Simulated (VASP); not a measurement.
Computed with LDA (Ceperley-Alder, Perdew-Zunger), VASP's LDA PAW potentials (set 64) (plane waves; VASP 6.6.1).

The input files of a VASP run:

INCAR:
```
SYSTEM  =  WS2
PREC  =  Accurate; ENCUT  =  400; LREAL  =  .False.
LASPH  =  .True.
EDIFF  =  1E-6; NELM  =  100; ALGO  =  Normal
LMAXMIX  =  6
ISMEAR  =  0; SIGMA  =  0.05
IBRION  =  2; NSW  =  60; ISIF  =  3
EDIFFG  =  -0.02
LWAVE  =  .False.; LCHARG  =  .False.
```

File KPOINTS:
```
Automatic mesh
0
Gamma
7 7 2
0 0 0
```

**POSCAR**
```
WS2
1.0
  1.5663998532  -2.7130841092   0.0000000000
  1.5663998532   2.7130841092   0.0000000000
  0.0000000000   0.0000000000  12.2361332820
W S
2 4
Cart
  1.5663998532   0.9043631785   3.0590333205
  1.5663998532  -0.9043631785   9.1770999615
  1.5663998532   0.9043631785  10.7380159212
  1.5663998532  -0.9043631785   4.6199492802
  1.5663998532  -0.9043631785   1.4981173608
  1.5663998532   0.9043631785   7.6161840018
```

POTCAR, in this order: W_sv S (LDA.64 set). Program: vasp_std.

Question: What will the output report for the number of irreducible k-points (NKPTS), largest plane-wave count, number of space-group operations, FFT grid (NGX, NGY, NGZ)?

Answer: 
```json
{
  "number of irreducible k-points (NKPTS)": "16",
  "largest_plane_wave_count": "1904",
  "number_of_space_group_operations": "24",
  "FFT grid (NGX, NGY, NGZ)": "20 × 20 × 80"
}
```

The compound is WS2 in the 2H layered structure. This run relaxes it. Symmetry was kept, so distortions that lower it aren't found. The start is the result of an earlier pass.
